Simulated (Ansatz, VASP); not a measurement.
# Cross-check of Ca2Ir between VASP and Ansatz, part 2 of 2

One calculation is typed for both programs; each brings its own data sets. How far apart do they land? The cell is generated by rule, not measured, and may not be a known phase. The cell is taken from a series of runs on this material, whose earlier steps may have relaxed, scaled, displaced or heated it; both programs get it as it stands.

VASP 6.6.1 and Ansatz 0.2.0.

So far: The structure; Ansatz: zone-centre phonons, PBE.

## Step 3: VASP: zone-centre phonons, PBE

Level of this step: PBE; plane waves and PAW (Ca_sv, Ir); invented cell (VASP).

The same cell, functional, mesh and smearing now go to VASP, with its own data sets.

Lines of VASP's logs that name or quote its potential files are left out, and so is its time.

INCAR reads:

```
SYSTEM = Ca2Ir
PREC = Accurate
ENCUT = 500
EDIFF = 1E-08
NELM = 120
ISMEAR = 1
SIGMA = 0.15
LREAL = .FALSE.
ALGO = Normal
GGA = PE
NBANDS = 20
LASPH = .TRUE.
LORBIT = 11
LWAVE = .FALSE.
LCHARG = .FALSE.
ISIF = 2
IBRION = 8
GGA_COMPAT = .FALSE.
KPAR = 2
```

POSCAR reads:

```
Ca2Ir
1.0
    0.0000000000      3.4064005682      3.4064005682
    3.4064005682      0.0000000000      3.4064005682
    3.4064005682      3.4064005682      0.0000000000
Ca Ir
2 1
Direct
    0.7500000000      0.7500000000      0.7500000000
    0.2500000000      0.2500000000      0.2500000000
    0.0000000000      0.0000000000      0.0000000000
```

KPOINTS reads:

```
Automatic mesh
0
Gamma
12 12 12
0 0 0
```

PAW data sets: Ca_sv and Ir (PBE family, release 64).

Run with:

```console
> mpirun -np 2 vasp_std
```

Numbers of over 12 decimals in the logs are rounded to 6 here.

Output:

```text
[banner, memory and clock lines left out]
running    2 mpi-ranks, on    1 nodes
 distrk:  each k-point on    1 cores,    2 groups
 distr:  one band on    1 cores,    1 groups

 POSCAR found type information on POSCAR CaIr
 POSCAR found :  2 types and       3 ions
 LDA part: xc-table for (Slater+PW92), standard interpolation
 POSCAR, INCAR and KPOINTS ok, starting setup
 FFT: planning ... GRIDC
 FFT: planning ... GRID_SOFT
 FFT: planning ... GRID
 WAVECAR not read
 entering main loop
       N       E                     dE             d eps       ncg     rms          rms(c)
DAV:   1     0.265333388490E+03    0.26533E+03   -0.13716E+04  2904   0.131E+03
DAV:   2     0.638507547456E+01   -0.25895E+03   -0.24875E+03  2904   0.404E+02
DAV:   3    -0.124599671612E+02   -0.18845E+02   -0.18196E+02  5112   0.873E+01
DAV:   4    -0.135255329163E+02   -0.10656E+01   -0.10546E+01  4156   0.184E+01
DAV:   5    -0.135779357536E+02   -0.52403E-01   -0.52342E-01  4468   0.323E+00    0.525E+00
DAV:   6    -0.134065163291E+02    0.17142E+00   -0.11535E-01  3776   0.320E+00    0.290E+00
DAV:   7    -0.133277407250E+02    0.78776E-01   -0.18490E-01  3392   0.244E+00    0.693E-01
DAV:   8    -0.133208222489E+02    0.69185E-02   -0.63920E-02  4536   0.181E+00    0.438E-01
DAV:   9    -0.133211411812E+02   -0.31893E-03   -0.14541E-03  4032   0.322E-01    0.126E-01
DAV:  10    -0.133212193267E+02   -0.78145E-04   -0.34177E-04  4800   0.942E-02    0.247E-02
DAV:  11    -0.133212200198E+02   -0.69309E-06   -0.53840E-05  3812   0.676E-02    0.586E-03
DAV:  12    -0.133212186419E+02    0.13779E-05   -0.10799E-05  4224   0.278E-02    0.503E-03
DAV:  13    -0.133212190274E+02   -0.38555E-06   -0.17827E-06  4820   0.107E-02    0.120E-03
DAV:  14    -0.133212188410E+02    0.18643E-06   -0.25056E-07  4148   0.274E-03    0.115E-03
DAV:  15    -0.133212188467E+02   -0.56511E-08   -0.79678E-08  3428   0.164E-03
   1 F= -.13321219E+02 E0= -.13320098E+02  d E =-.336149E-02
 Linear response reoptimize wavefunctions to high precision
DAV:   1    -0.133212188443E+02    0.24020E-08   -0.19938E-09  2544   0.302E-04
DAV:   2    -0.133212188443E+02   -0.26830E-10   -0.27770E-10  2232   0.129E-04
 Linear response DOF=           2
 Linear response progress:
  Degree of freedom:   1/  2
       N       E                     dE             d eps       ncg     rms          rms(c)
RMM:   1    -0.460580937095E+00   -0.46058E+00    0.22986E+00 11941   0.134E+01
RMM:   2    -0.406932921914E+00    0.53648E-01   -0.14134E-01 18718   0.264E+00    0.127E-01
RMM:   3    -0.408915643256E+00   -0.19827E-02   -0.20522E-02 22140   0.744E-01    0.103E-01
RMM:   4    -0.409923170650E+00   -0.10075E-02   -0.41597E-03 27104   0.292E-01    0.793E-02
RMM:   5    -0.409950812083E+00   -0.27641E-04   -0.61820E-04 25554   0.123E-01    0.144E-02
RMM:   6    -0.409967495988E+00   -0.16684E-04   -0.21160E-04 26444   0.539E-02    0.130E-02
RMM:   7    -0.409949012571E+00    0.18483E-04   -0.31224E-05 27048   0.246E-02    0.211E-03
RMM:   8    -0.409940271166E+00    0.87414E-05   -0.20907E-05 27784   0.145E-02    0.223E-03
RMM:   9    -0.409939589563E+00    0.68160E-06   -0.11881E-05 27884   0.892E-03    0.416E-04
RMM:  10    -0.409938022111E+00    0.15675E-05   -0.78258E-06 29589   0.610E-03    0.197E-04
RMM:  11    -0.409938748833E+00   -0.72672E-06   -0.52220E-06 28453   0.455E-03    0.164E-04
RMM:  12    -0.409939576896E+00   -0.82806E-06   -0.44229E-06 28356   0.370E-03    0.140E-04
RMM:  13    -0.409939718615E+00   -0.14172E-06   -0.15839E-06 27552   0.316E-03    0.527E-05
RMM:  14    -0.409939935013E+00   -0.21640E-06   -0.16198E-06 28594   0.275E-03    0.911E-06
RMM:  15    -0.409940073702E+00   -0.13869E-06   -0.15282E-06 28625   0.243E-03    0.204E-05
RMM:  16    -0.409940003182E+00    0.70520E-07   -0.11801E-06 27294   0.218E-03    0.532E-05
RMM:  17    -0.409940228750E+00   -0.22557E-06   -0.16788E-06 26418   0.198E-03    0.529E-05
RMM:  18    -0.409940390579E+00   -0.16183E-06   -0.17621E-06 27825   0.181E-03    0.528E-05
RMM:  19    -0.409940446300E+00   -0.55720E-07   -0.99444E-07 29020   0.166E-03    0.625E-05
 first order change of Fermi-energy   0.11490E-04
 force on displaced ion       1 direction 1 :  -4.465  -0.000  -0.000
 Linear response progress:
  Degree of freedom:   2/  2
       N       E                     dE             d eps       ncg     rms          rms(c)
RMM:   1    -0.204326256565E+00   -0.20433E+00   -0.14555E-01 11744   0.195E+00
RMM:   2    -0.205610501431E+00   -0.12842E-02   -0.12393E-02 11314   0.437E-01    0.952E-02
RMM:   3    -0.206191097953E+00   -0.58060E-03   -0.10842E-03 12159   0.138E-01    0.539E-02
RMM:   4    -0.206594290661E+00   -0.40319E-03   -0.22437E-04 13092   0.698E-02    0.167E-02
RMM:   5    -0.206740080463E+00   -0.14579E-03   -0.60931E-05 13953   0.302E-02    0.529E-03
RMM:   6    -0.206662750933E+00    0.77330E-04   -0.96305E-06 14431   0.108E-02    0.714E-04
RMM:   7    -0.206673205609E+00   -0.10455E-04   -0.16470E-06 15531   0.417E-03    0.489E-04
RMM:   8    -0.206671995893E+00    0.12097E-05   -0.37815E-07 16168   0.172E-03    0.335E-04
RMM:   9    -0.206669702610E+00    0.22933E-05    0.18054E-07 14770   0.945E-04    0.706E-05
RMM:  10    -0.206669916054E+00   -0.21344E-06    0.32780E-07 16131   0.506E-04    0.198E-05
RMM:  11    -0.206670080957E+00   -0.16490E-06   -0.13398E-07 16996   0.320E-04    0.145E-05
RMM:  12    -0.206670175790E+00   -0.94833E-07    0.50219E-09 16889   0.244E-04    0.115E-05
RMM:  13    -0.206670138081E+00    0.37709E-07   -0.62779E-08 16141   0.218E-04    0.255E-06
RMM:  14    -0.206670143602E+00   -0.55218E-08    0.62086E-08 16945   0.205E-04    0.181E-06
 first order change of Fermi-energy  -0.67346E-05
 force on displaced ion       3 direction 1 :  -4.465   0.000   0.000
 Linear response finished
```

OUTCAR, selected parts (step 3):

```text
ion  position               nearest neighbor table
   1  0.750  0.750  0.750-   3 2.95   3 2.95   3 2.95   3 2.95
   2  0.250  0.250  0.250-   3 2.95   3 2.95   3 2.95   3 2.95
   3  0.000  0.000  0.000-   1 2.95   1 2.95   1 2.95   2 2.95   2 2.95   2 2.95   2 2.95   1 2.95

  LATTYP: Found a face centered cubic cell.
 ALAT       =     6.8128011364

 Subroutine GETGRP returns: Found 48 space group operations
 (whereof 48 operations were pure point group operations)

The static configuration has the point symmetry O_h .

 Found     72 irreducible k-points:

   k-points           NKPTS =     72   k-points in BZ     NKDIM =     72   number of bands    NBANDS=     20

   dimension x,y,z NGX =    36 NGY =   36 NGZ =   36
   dimension x,y,z NGXF=    72 NGYF=   72 NGZF=   72

   ENCUT  =  500.0 eV  36.75 Ry    6.06 a.u.   8.78  8.78  8.78*2*pi/ulx,y,z

   NELECT =      29.0000    total number of electrons

 k-points in reciprocal lattice and weights: Automatic mesh
   0.00000000  0.00000000  0.00000000       0.001
   0.08333333  0.00000000  0.00000000       0.005
   0.16666667  0.00000000  0.00000000       0.005
   0.25000000  0.00000000  0.00000000       0.005
   0.33333333  0.00000000  0.00000000       0.005
   0.41666667  0.00000000  0.00000000       0.005
   0.50000000  0.00000000  0.00000000       0.002
   0.08333333  0.08333333  0.00000000       0.003
   0.16666667  0.08333333  0.00000000       0.014
[...]
-0.33333333  0.50000000  0.16666667       0.007
  -0.25000000  0.50000000  0.25000000       0.003

 average (electrostatic) potential at core
       1 -45.8219       2 -45.8219       3 -53.3965

  Total        0.8131307      0.8131307      0.8131307     -0.0000000      0.0000000      0.0000000
  in kB       16.4798715     16.4798715     16.4798715     -0.0000000      0.0000000      0.0000000
  external PRESSURE =      16.4798715 kB  Pullay stress =       0.0000000 kB

  energy-cutoff  :      500.00
  volume of cell :       79.05
      direct lattice vectors                 reciprocal lattice vectors
     0.000000000  3.406400568  3.406400568    -0.146782503  0.146782503  0.146782503
     3.406400568  0.000000000  3.406400568     0.146782503 -0.146782503  0.146782503
     3.406400568  3.406400568  0.000000000     0.146782503  0.146782503 -0.146782503

 POSITION                                       TOTAL-FORCE (eV/Angst)
 -----------------------------------------------------------------------------------
      5.10960      5.10960      5.10960        -0.000000     -0.000000     -0.000000
      1.70320      1.70320      1.70320         0.000000      0.000000      0.000000
      0.00000      0.00000      0.00000        -0.000000      0.000000     -0.000000
 -----------------------------------------------------------------------------------
    total drift:                                0.000000      0.000000      0.000000

 Eigenvectors and eigenvalues of the dynamical matrix
 ----------------------------------------------------

   1 f  =    6.381776 THz    40.097879 2PiTHz  212.873123 cm-1    26.392892 meV
             X         Y         Z           dx          dy          dz
      5.109601  5.109601  5.109601    -0.704348   -0.060593    0.014921
      1.703200  1.703200  1.703200     0.704348    0.060593   -0.014921
      0.000000  0.000000  0.000000    -0.000000   -0.000000    0.000000

   2 f  =    6.381776 THz    40.097879 2PiTHz  212.873123 cm-1    26.392892 meV
             X         Y         Z           dx          dy          dz
      5.109601  5.109601  5.109601    -0.000000    0.169070    0.686597
      1.703200  1.703200  1.703200     0.000000   -0.169070   -0.686597
      0.000000  0.000000  0.000000    -0.000000    0.000000    0.000000

   3 f  =    6.381776 THz    40.097879 2PiTHz  212.873123 cm-1    26.392892 meV
             X         Y         Z           dx          dy          dz
      5.109601  5.109601  5.109601    -0.062403    0.683918   -0.168410
      1.703200  1.703200  1.703200     0.062403   -0.683918    0.168410
      0.000000  0.000000  0.000000     0.000000   -0.000000    0.000000

   4 f  =    4.405380 THz    27.679819 2PiTHz  146.947657 cm-1    18.219179 meV
             X         Y         Z           dx          dy          dz
      5.109601  5.109601  5.109601    -0.587161    0.094758   -0.000000
      1.703200  1.703200  1.703200    -0.587161    0.094758    0.000000
      0.000000  0.000000  0.000000     0.533947   -0.086171    0.000000

   5 f  =    4.405380 THz    27.679819 2PiTHz  146.947657 cm-1    18.219179 meV
             X         Y         Z           dx          dy          dz
      5.109601  5.109601  5.109601     0.094758    0.587161    0.000000
      1.703200  1.703200  1.703200     0.094758    0.587161   -0.000000
      0.000000  0.000000  0.000000    -0.086171   -0.533947    0.000000

   6 f  =    4.405380 THz    27.679819 2PiTHz  146.947657 cm-1    18.219179 meV
             X         Y         Z           dx          dy          dz
      5.109601  5.109601  5.109601    -0.000000    0.000000    0.594758
      1.703200  1.703200  1.703200    -0.000000    0.000000    0.594758
      0.000000  0.000000  0.000000    -0.000000    0.000000   -0.540856

   7 f/i=    0.008511 THz     0.053476 2PiTHz    0.283895 cm-1     0.035198 meV
             X         Y         Z           dx          dy          dz
      5.109601  5.109601  5.109601    -0.165035   -0.292385   -0.183132
      1.703200  1.703200  1.703200    -0.165035   -0.292385   -0.183132
      0.000000  0.000000  0.000000    -0.362964   -0.643048   -0.402767

   8 f/i=    0.008511 THz     0.053476 2PiTHz    0.283895 cm-1     0.035198 meV
             X         Y         Z           dx          dy          dz
      5.109601  5.109601  5.109601    -0.202028   -0.082657    0.314031
      1.703200  1.703200  1.703200    -0.202028   -0.082657    0.314031
      0.000000  0.000000  0.000000    -0.444324   -0.181789    0.690655

   9 f/i=    0.008511 THz     0.053476 2PiTHz    0.283895 cm-1     0.035198 meV
             X         Y         Z           dx          dy          dz
      5.109601  5.109601  5.109601     0.279662   -0.232253    0.118785
      1.703200  1.703200  1.703200     0.279662   -0.232253    0.118785
      0.000000  0.000000  0.000000     0.615068   -0.510800    0.261247

 ELASTIC MODULI CONTR FROM IONIC RELAXATION (kBar)
 Direction    XX          YY          ZZ          XY          YZ          ZX
 --------------------------------------------------------------------------------
 XX          -0.0000     -0.0000     -0.0000     -0.0000     -0.0000     -0.0000
 YY          -0.0000     -0.0000     -0.0000     -0.0000     -0.0000     -0.0000
 ZZ          -0.0000     -0.0000     -0.0000     -0.0000     -0.0000     -0.0000
 XY          -0.0000     -0.0000     -0.0000    -37.9548      0.0000     -0.0000
 YZ          -0.0000     -0.0000     -0.0000      0.0000    -37.9548     -0.0000
 ZX          -0.0000     -0.0000     -0.0000     -0.0000     -0.0000    -37.9548
 --------------------------------------------------------------------------------
```

## Step 4: Comparison

Known differences besides the potentials themselves: VASP's run holds the zone centre alone; the data sets hold 37 valence electrons in Ansatz (on its default PAW (the set named soft_2) files) and 29 in VASP; the cutoff is 420 eV in Ansatz and 500 eV in VASP. Total energies have different zeros and are not compared.

The two programs side by side:

```
                  quantity  Ansatz   VASP  difference
optical mode 1 to 3 (cm⁻¹)   144.8  146.9     -1.43 %
optical mode 4 to 6 (cm⁻¹)   211.1  212.9     -0.83 %
```

Modes are paired by rising frequency, not by their patterns, so a pair may set unlike modes beside each other; they are those without the splitting of longitudinal modes.

## Step 5: What came out

| Quantity | Value |
| --- | --- |
| r.m.s. difference of the optical zone-centre modes, each program's sorted by frequency (zone-centre phonons, PBE) | 1.9 cm⁻¹ |
| difference in optical mode 1 to 3 (zone-centre phonons, PBE) | -1.4 % |

What this shows: The r.m.s. difference of the optical zone-centre modes, each program's sorted by frequency is 1.9 cm⁻¹ (zone-centre phonons, PBE). The data sets hold unlike numbers of valence electrons (37 in Ansatz and 29 in VASP), so part of the differences comes from the potentials. Among the rows given in per cent, the largest difference of the zone-centre phonons, PBE pair is in optical mode 1 to 3, -1.4 %. How closely two codes agree says nothing of how well the functional describes the real material.

[Lines on the potential files, build, host, timing and source positions are cut from VASP's logs without a mark.]

[Logs are printed without paths, hosts, clocks, repeated set-up lines and the standing remarks that a program may print on its own settings, such as how far it seeks lower states.]

[Hosts, paths, dates, database ids (printed as entryN), source tags and the programs' standing remarks are cut or masked in the printed files.]
